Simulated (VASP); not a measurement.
Consider the following.

```yaml
crystal:
  lattice:
    - [5.37000, 0.00000, 0.00000]
    - [-2.68500, 4.65056, 0.00000]
    - [0.00000, 0.00000, 6.79000]
  atoms:
    - { symbol: Y, position: [0.33333, 0.66667, 0.75000] }
    - { symbol: Y, position: [0.66667, 0.33333, 0.25000] }
    - { symbol: Y, position: [0.00000, 0.00000, 0.00000] }
    - { symbol: Y, position: [0.00000, 0.00000, 0.50000] }
    - { symbol: In, position: [0.33333, 0.66667, 0.25000] }
    - { symbol: In, position: [0.66667, 0.33333, 0.75000] }
```

These are PBEsol GGA, VASP's PBE PAW potentials (set 64) (plane waves; VASP) values and carry that method's errors. Run with 300 eV cut-off, 5×5×4 Γ-centred mesh, Gaussian smearing of 0.20 eV, potentials Y_sv In_d.

Task: Give the energies of bands 28 to 41 at the high-symmetry points, in eV from the Fermi level.

Result: 
| band | Γ | M | K | A | L | H |
|---|---|---|---|---|---|---|
| 28 | -5.02 | -5.40 | -5.40 | -6.15 | -5.27 | -5.17 |
| 29 | -2.46 | -3.38 | -3.03 | -1.57 | -3.16 | -2.72 |
| 30 | -1.95 | -1.59 | -2.12 | -1.57 | -3.16 | -2.72 |
| 31 | -1.95 | -1.16 | -2.12 | -1.57 | -1.16 | -2.12 |
| 32 | -0.87 | -1.11 | -0.97 | -1.57 | -1.16 | -2.12 |
| 33 | -0.72 | -1.03 | -0.97 | -1.34 | -0.80 | -0.88 |
| 34 | -0.72 | -0.81 | -0.81 | -1.34 | -0.80 | -0.88 |
| 35 | -0.34 | -0.64 | 0.11 | 0.10 | 0.09 | 0.43 |
| 36 | -0.34 | 0.18 | 0.15 | 0.10 | 0.09 | 0.43 |
| 37 | 0.02 | 0.48 | 0.54 | 0.10 | 0.40 | 0.53 |
| 38 | 0.02 | 0.77 | 0.54 | 0.10 | 0.40 | 0.53 |
| 39 | 1.77 | 1.13 | 1.53 | 1.02 | 1.18 | 1.07 |
| 40 | 2.17 | 1.25 | 1.54 | 1.02 | 1.18 | 1.07 |
| 41 | 2.17 | 1.31 | 1.54 | 3.02 | 1.77 | 1.74 |

It has no gap at this level: it comes out as a metal or semimetal.

The structure comes from a measured Y2In entry of the Crystallography Open Database, whose conditions weren't checked. The cell was not relaxed at this level.
